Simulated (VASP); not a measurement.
Output of a VASP run:

OUTCAR:
```
 ion  position               nearest neighbor table
   1  0.000  0.000  0.000-   3 2.34   3 2.34   3 2.34   2 2.34   2 2.34   2 2.34   3 2.34   2 2.34
  LATTYP: Found a face centered cubic cell.
 ALAT       =     5.3973091440
 Subroutine PRICEL returns:
 Original cell was already a primitive cell.
 Subroutine GETGRP returns: Found 48 space group operations
The static configuration has the point symmetry O_h .
The dynamic configuration has the point symmetry O_h .
 Subroutine INISYM returns: Found 48 space group operations
 Subroutine IBZKPT returns following result:
 Found     20 irreducible k-points:

 Following reciprocal coordinates:
            Coordinates               Weight
  0.000000  0.000000  0.000000      1.000000
  0.142857  0.000000  0.000000      8.000000
  0.285714  0.000000  0.000000      8.000000
  0.428571  0.000000  0.000000      8.000000
  0.142857  0.142857  0.000000      6.000000
  0.285714  0.142857  0.000000     24.000000
  0.428571  0.142857  0.000000     24.000000
 -0.428571  0.142857  0.000000     24.000000
 -0.285714  0.142857  0.000000     24.000000
 -0.142857  0.142857  0.000000     12.000000
  0.285714  0.285714  0.000000      6.000000
  0.428571  0.285714  0.000000     24.000000
 -0.428571  0.285714  0.000000     24.000000
 -0.285714  0.285714  0.000000     12.000000
  0.428571  0.428571  0.000000      6.000000
 -0.428571  0.428571  0.000000     12.000000
  0.428571  0.285714  0.142857     24.000000
 -0.428571  0.285714  0.142857     48.000000
 -0.428571  0.428571  0.142857     24.000000
 -0.285714  0.428571  0.142857     24.000000
   k-points           NKPTS =     20   k-points in BZ     NKDIM =     20   number of bands    NBANDS=     16
   number of dos      NEDOS =    301   number of ions     NIONS =      3
   total plane-waves  NPLWV =  21952
   dimension x,y,z NGX =    28 NGY =   28 NGZ =   28
   dimension x,y,z NGXF=    56 NGYF=   56 NGZF=   56
   ions per type =               1   2
   PREC   = accura    normal or accurate (medium, high low for compatibility)
   ISTART =      0    job   : 0-new  1-cont  2-samecut
   ICHARG =      2    charge: 1-file 2-atom 10-const
   ISPIN  =      1    spin polarized calculation?
   LNONCOLLINEAR =      F non collinear calculations
   LSORBIT =      F    spin-orbit coupling
   INIWAV =      1    electr: 0-lowe 1-rand  2-diag
   ENCUT  =  520.0 eV  38.22 Ry    6.18 a.u.   7.10  7.10  7.10*2*pi/ulx,y,z
   NELM   =    100;   NELMIN=  2; NELMDL= -5     # of ELM steps
   EDIFF  = 0.1E-05   stopping-criterion for ELM
   LREAL  =      F    real-space projection
   NLSPLINE    = F    spline interpolate recip. space projectors
   LMAXMIX     =    6 max onsite mixed and CHGCAR
   VOSKOWN=      0    Vosko Wilk Nusair interpolation
   EDIFFG = -.2E-01   stopping-criterion for IOM
   NSW    =     60    number of steps for IOM
   NBLOCK =      1;   KBLOCK =     60    inner block; outer block
   IBRION =      2    ionic relax: 0-MD 1-quasi-New 2-CG
   NFREE  =      1    steps in history (QN), initial steepest desc. (CG)
   ISIF   =      3    stress and relaxation
   ISYM   =      2    0-nonsym 1-usesym 2-fastsym
   TEIN   =    0.0    initial temperature
   TEBEG  =    0.0;   TEEND  =   0.0 temperature during run
   SMASS  =  -3.00    Nose mass-parameter (am)
   PSTRESS=    0.0 pullay stress
   NELECT =      24.0000    total number of electrons
   EFERMI =   0.00;   METHOD = LEGACY
   ISMEAR =     0;   SIGMA  =   0.05  broadening in eV -4-tet -1-fermi 0-gaus
   IALGO  =     38    algorithm
   LDIAG  =      T    sub-space diagonalisation (order eigenvalues)
   IMIX   =      4    mixing-type and parameters
     AMIX     =   0.40;   BMIX     =  1.00
     AMIX_MAG =   1.60;   BMIX_MAG =  1.00
     AMIN     =   0.10
   METAGGA = TPSS    functional components
   VOSKOWN =     0    Vosko Wilk Nusair interpolation
   LHFCALC =     F    Hartree Fock is set to
   LHFONE  =     F    Hartree Fock one center treatment
   AEXX    =    0.0000 exact exchange contribution
...
```

**OSZICAR**
```
...
DAV:  16    -0.380064391386E+02    0.57282E-03   -0.29963E-03   992   0.487E-01    0.996E-02
DAV:  17    -0.380065701162E+02   -0.13098E-03   -0.10046E-04   888   0.922E-02    0.860E-02
DAV:  18    -0.380065543246E+02    0.15792E-04   -0.67304E-04   984   0.227E-01    0.172E-02
DAV:  19    -0.380065855099E+02   -0.31185E-04   -0.83960E-05   936   0.743E-02    0.147E-02
DAV:  20    -0.380065833714E+02    0.21385E-05   -0.88471E-06   872   0.261E-02    0.614E-03
DAV:  21    -0.380065832948E+02    0.76612E-07   -0.18348E-06   560   0.127E-02
   1 F= -.38006583E+02 E0= -.38006583E+02  d E =-.380066E+02
       N       E                     dE             d eps       ncg     rms          rms(c)
DAV:   1    -0.386844304380E+02   -0.67785E+00   -0.19545E+01   696   0.444E+01    0.132E+01
DAV:   2    -0.387606662350E+02   -0.76236E-01   -0.18922E+01   960   0.477E+01    0.685E+00
DAV:   3    -0.379891189786E+02    0.77155E+00   -0.52133E+00   944   0.191E+01    0.183E+00
DAV:   4    -0.379949025318E+02   -0.57836E-02   -0.13142E-01   712   0.358E+00    0.796E-01
DAV:   5    -0.379835184344E+02    0.11384E-01   -0.68156E-02  1136   0.227E+00    0.300E-01
DAV:   6    -0.379884840902E+02   -0.49657E-02   -0.29488E-03   816   0.536E-01    0.301E-01
DAV:   7    -0.379616768361E+02    0.26807E-01   -0.10837E-02   640   0.979E-01    0.281E-01
DAV:   8    -0.379932756800E+02   -0.31599E-01   -0.20055E-02   640   0.165E+00    0.198E-01
DAV:   9    -0.379938293562E+02   -0.55368E-03   -0.26675E-03  1160   0.469E-01    0.417E-02
DAV:  10    -0.379938371088E+02   -0.77525E-05   -0.48485E-05   752   0.569E-02    0.437E-02
DAV:  11    -0.379938278827E+02    0.92261E-05   -0.50902E-06   992   0.201E-02    0.421E-02
DAV:  12    -0.379938629892E+02   -0.35106E-04   -0.37606E-05   744   0.695E-02    0.316E-02
DAV:  13    -0.379938565917E+02    0.63975E-05   -0.11173E-05   976   0.297E-02    0.448E-02
DAV:  14    -0.379938586712E+02   -0.20796E-05   -0.65305E-06   792   0.266E-02    0.307E-02
DAV:  15    -0.379938599283E+02   -0.12571E-05   -0.37183E-06   608   0.198E-02    0.165E-02
DAV:  16    -0.379938621140E+02   -0.21857E-05   -0.73742E-07   352   0.108E-02    0.126E-02
DAV:  17    -0.379938628233E+02   -0.70928E-06   -0.12181E-06   432   0.121E-02
   2 F= -.37993863E+02 E0= -.37993863E+02  d E =0.127205E-01
       N       E                     dE             d eps       ncg     rms          rms(c)
DAV:   1    -0.382303831997E+02   -0.23652E+00   -0.63484E+00   672   0.266E+01    0.711E+00
DAV:   2    -0.380677943332E+02    0.16259E+00   -0.15640E+00   920   0.131E+01    0.190E+00
DAV:   3    -0.380633375800E+02    0.44568E-02   -0.12477E+00   968   0.969E+00    0.245E+00
DAV:   4    -0.380229290793E+02    0.40409E-01   -0.29170E-01   960   0.508E+00    0.205E-01
DAV:   5    -0.380218253613E+02    0.11037E-02   -0.18001E-02  1168   0.891E-01    0.146E-01
DAV:   6    -0.380229067501E+02   -0.10814E-02   -0.60022E-04   784   0.246E-01    0.133E-01
DAV:   7    -0.380187400616E+02    0.41667E-02   -0.13313E-03   656   0.391E-01    0.886E-02
DAV:   8    -0.380239236619E+02   -0.51836E-02   -0.27522E-03   904   0.650E-01    0.623E-02
DAV:   9    -0.380239148336E+02    0.88283E-05   -0.21780E-04  1024   0.126E-01    0.366E-02
DAV:  10    -0.380239400404E+02   -0.25207E-04   -0.72906E-05   960   0.608E-02    0.241E-02
DAV:  11    -0.380239432498E+02   -0.32094E-05   -0.38594E-05  1064   0.622E-02    0.568E-03
DAV:  12    -0.380239431767E+02    0.73168E-07   -0.37233E-06   624   0.223E-02
   3 F= -.38023943E+02 E0= -.38023943E+02  d E =-.173599E-01
```

**OUTCAR**
```
------------------------ aborting loop because EDIFF is reached ----------------------------------------
  FORCE on cell =-STRESS in cart. coord.  units (eV):
  Direction    XX          YY          ZZ          XY          YZ          ZX
  --------------------------------------------------------------------------------------
  Total       -0.0054380     -0.0054380     -0.0054380     -0.0000000     -0.0000000      0.0000000
  in kB       -0.2157761     -0.2157761     -0.2157761     -0.0000000     -0.0000000      0.0000000
  external PRESSURE =      -0.2157761 kB  Pullay stress =       0.0000000 kB
  volume of cell :       40.38
      direct lattice vectors                 reciprocal lattice vectors
    -0.000000000  2.722940679  2.722940679    -0.183625007  0.183625007  0.183625007
     2.722940679  0.000000000  2.722940679     0.183625007 -0.183625007  0.183625007
     2.722940679  2.722940679  0.000000000     0.183625007  0.183625007 -0.183625007
 POSITION                                       TOTAL-FORCE (eV/Angst)
 -----------------------------------------------------------------------------------
      0.00000      0.00000      0.00000        -0.000000      0.000000     -0.000000
      1.36147      1.36147      1.36147         0.000000     -0.000000      0.000000
      4.08441      4.08441      4.08441         0.000000      0.000000      0.000000
 -----------------------------------------------------------------------------------
    total drift:                                0.000000      0.000000      0.000000
  FREE ENERGIE OF THE ION-ELECTRON SYSTEM (eV)
  ---------------------------------------------------
  free  energy   TOTEN  =       -38.0239431767 eV

  energy  without entropy=      -38.0239431767  energy(sigma->0) =      -38.02394318

 reached required accuracy - stopping structural energy minimisation
```
(Selected blocks of OUTCAR.)

**POSCAR**
```
CeO2
1
   -0.0000000000     2.6986545720     2.6986545720
    2.6986545720     0.0000000000     2.6986545720
    2.6986545720     2.6986545720     0.0000000000
Ce O
1 2
Direct
  0.0000000000   0.0000000000   0.0000000000
  0.2500000000   0.2500000000   0.2500000000
  0.7500000000   0.7500000000   0.7500000000
```

Write an INCAR and KPOINTS that could have produced this output.

One answer among several that fit: the input of the run itself, TPSS meta-GGA, plane waves, VASP's PBE PAW potentials (set 64).

KPOINTS:
```
Automatic mesh
0
Gamma
7 7 7
0 0 0
```

**INCAR**
```
SYSTEM=CeO2
PREC=Accurate; ENCUT=520; LREAL=.False.
LASPH=.True.
EDIFF=1E-6; NELM=100; ALGO=Normal
LMAXMIX=6; LMIXTAU=.True.
ISMEAR=0; SIGMA=0.05
METAGGA=TPSS
IBRION=2; NSW=60; ISIF=3
EDIFFG=-0.02
LWAVE=.False.; LCHARG=.False.
```

POTCAR, in this order: Ce O (PBE.64 set). Program: vasp_std.

Energy and stress use the plane-wave basis of the starting cell.

The compound is CeO2 in the fluorite structure. This run relaxes it. Symmetry was kept, so distortions that lower it aren't found. The start is the result of an earlier pass. The run is not spin-polarised, so no magnetic state was tried.
